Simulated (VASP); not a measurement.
Here is the system:

```
AlNi
1.0
    2.88178     0.00000     0.00000
    0.00000     2.88178     0.00000
    0.00000     0.00000     2.88178
Al Ni
1 1
Direct
  0.50000   0.50000   0.50000
  0.00000   0.00000   0.00000
```

Level of theory: revPBE GGA, VASP's PBE PAW potentials (set 64) (plane waves; VASP). Numerical set-up: 520 eV cut-off, 12×12×12 Γ-centred mesh, first-order Methfessel-Paxton smearing of 0.10 eV, potentials Al Ni.

Question: What does the run give for the energy per atom (σ→0), pressure, band gap (on the k-mesh) with the smallest direct gap where there is one?

Answer: 
```yaml
band gap (on the k-mesh): none (metal, semimetal or under 0.01 eV)
energy per atom (σ→0): -4.951 eV/atom
pressure: 4.74 GPa
```

The compound is NiAl in the CsCl type structure. This cell is one point of a volume scan, at 0.97 of the reference volume. The run is not spin-polarised, so no magnetic state was tried. The electron count is odd and the run is not spin-polarised, which forces a metal.
